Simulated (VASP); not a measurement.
Computed with optB88-vdW, VASP's PBE PAW potentials (set 64) (plane waves; VASP).

A VASP calculation is set up with these files.

### POSCAR
```
NaCl
1
    0.0000000000     2.8313820122     2.8313820122
    2.8313820122     0.0000000000     2.8313820122
    2.8313820122     2.8313820122     0.0000000000
Na Cl
1 1
Direct
  0.0000000000   0.0000000000   0.0000000000
  0.5000000000   0.5000000000   0.5000000000
```

**INCAR**
```
# general
SYSTEM   = NaCl
PREC     = Accurate
ENCUT    = 520
LREAL    = .FALSE.
LASPH    = .TRUE.

# electronic loop
EDIFF    = 1E-7
NELM     = 100
ALGO     = Normal

# smearing
ISMEAR   = 0
SIGMA    = 0.05

# functional
GGA      = BO
LUSE_VDW = .TRUE.
AGGAC    = 0.0
PARAM1   = 0.1833333333
PARAM2   = 0.22

# ions
ISIF     = 2

# output
LWAVE    = .FALSE.
LCHARG   = .FALSE.
```

File KPOINTS:
```
Automatic mesh
0
Gamma
8 8 8
0 0 0
```

POTCAR, in this order: Na_pv Cl (PBE.64 set). Program: vasp_std.

What VASP printed:

### OSZICAR
```
       N       E                     dE             d eps       ncg     rms          rms(c)
DAV:   1     0.101197343314E+03    0.10120E+03   -0.74129E+03   641   0.128E+03
DAV:   2     0.545470858761E+01   -0.95743E+02   -0.89176E+02   706   0.287E+02
DAV:   3    -0.314400181374E+01   -0.85987E+01   -0.85401E+01   764   0.852E+01
DAV:   4    -0.331803698035E+01   -0.17404E+00   -0.17384E+00   753   0.133E+01
DAV:   5    -0.332189460734E+01   -0.38576E-02   -0.38573E-02   820   0.194E+00    0.207E+00
DAV:   6    -0.310633097610E+01    0.21556E+00   -0.45387E-01   737   0.419E+00    0.142E+00
DAV:   7    -0.309228810892E+01    0.14043E-01   -0.90595E-02   757   0.201E+00    0.100E+00
DAV:   8    -0.309590395549E+01   -0.36158E-02   -0.73327E-03   671   0.109E+00    0.237E-01
DAV:   9    -0.309582857495E+01    0.75381E-04   -0.25993E-04   788   0.156E-01    0.104E-01
DAV:  10    -0.309590531259E+01   -0.76738E-04   -0.15526E-04   668   0.129E-01    0.194E-02
DAV:  11    -0.309590284416E+01    0.24684E-05   -0.10991E-05   757   0.388E-02    0.424E-03
DAV:  12    -0.309590321060E+01   -0.36645E-06   -0.63685E-07   680   0.105E-02    0.122E-03
DAV:  13    -0.309590337155E+01   -0.16094E-06   -0.11211E-07   680   0.297E-03    0.168E-03
DAV:  14    -0.309590336965E+01    0.18949E-08   -0.94906E-09   373   0.729E-04
   1 F= -.30959034E+01 E0= -.30959034E+01  d E =-.632471E-21
```

**OUTCAR**
```
------------------------ aborting loop because EDIFF is reached ----------------------------------------
  FORCE on cell =-STRESS in cart. coord.  units (eV):
  Direction    XX          YY          ZZ          XY          YZ          ZX
  --------------------------------------------------------------------------------------
  Total       -0.2363134     -0.2363134     -0.2363134      0.0000000      0.0000000     -0.0000000
  in kB       -8.3401448     -8.3401448     -8.3401448      0.0000000      0.0000000     -0.0000000
  external PRESSURE =      -8.3401448 kB  Pullay stress =       0.0000000 kB
  volume of cell :       45.40
      direct lattice vectors                 reciprocal lattice vectors
     0.000000000  2.831382012  2.831382012    -0.176592208  0.176592208  0.176592208
     2.831382012  0.000000000  2.831382012     0.176592208 -0.176592208  0.176592208
     2.831382012  2.831382012  0.000000000     0.176592208  0.176592208 -0.176592208
  FREE ENERGIE OF THE ION-ELECTRON SYSTEM (eV)
  ---------------------------------------------------
  free  energy   TOTEN  =        -3.0959033697 eV

  energy  without entropy=       -3.0959033697  energy(sigma->0) =       -3.09590337
```
(Selected blocks of OUTCAR.)

The compound is NaCl in the rock salt structure. This cell is one point of a volume scan, at 1.03 of the reference volume.
